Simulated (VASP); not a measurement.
# CsSnI$_{3}$ (relaxed from the 2H-BaNiO3 structure, space group P6_3/mmc): computed properties

All values below come from r2SCAN meta-GGA, VASP's PBE PAW potentials (set 64) (plane waves; VASP).

* **space group**: P6_3/mmc (194)
* **cell**: a = 8.5347 Å, b = 8.5347 Å, c = 7.5839 Å, α = 90.00°, β = 90.00°, γ = 120.00°
* **volume per atom**: 47.84 Å³/atom
* **band gap (over mesh and band path)**: 1.84 eV
* **smallest direct gap (over mesh and band path)**: 2.52 eV
* **band-edge character**: indirect, K to Γ
* **density**: 4.39 g/cm³

CsSnI3 is taken in the hexagonal space group P6₃/mmc (No. 194), Pearson symbol hP10. Lattice parameters: a = 8.535 Å, b = 8.535 Å, c = 7.584 Å, α = 90.00°, β = 90.00°, γ = 120.00°. Cs on 2d has 12 I at 4.268–4.476 Å (anticuboctahedral). Sn on 2a is coordinated by 6 I at 3.178 Å (octahedral). I on 6h sees 2 Sn at 3.178 Å and 4 Cs at 4.268–4.476 Å. (Neighbours: up to the widest gap in distance over summed covalent radii, below 1.35, at either atom; cation-cation and far metal-metal contacts left out.)

Unless said otherwise, spin-orbit coupling is left out, though it shifts the bands of the heavy elements here.

The structure was generated: CsSnI3 was put into the 2H-BaNiO3 type (P6_3/mmc), which need not be its known phase. It was relaxed first, which changed the volume by -10 %. Symmetry was kept, so distortions that lower it aren't found.
